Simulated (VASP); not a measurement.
Data:

```
BN
1.0
    0.00000     1.82850     1.82850
    1.82850     0.00000     1.82850
    1.82850     1.82850     0.00000
B N
1 1
Cartesian
  0.00000   0.00000   0.00000
  0.91425   0.91425   0.91425
```

Computed with optB86b-vdW, VASP's PBE PAW potentials (set 64) (plane waves; VASP). Run with 520 eV cut-off, 12×12×12 Γ-centred mesh, Gaussian smearing of 0.050 eV, potentials B N.

Question: Give the stress tensor in GPa (positive for a compressed cell).

Answer: 
```
-10.56    0.00    0.00
  0.00  -10.56    0.00
  0.00    0.00  -10.56
```
The pressure is its mean diagonal, -10.56 GPa.

The compound is BN in the zinc blende structure. This cell is one point of a volume scan, at 1.03 of the reference volume.
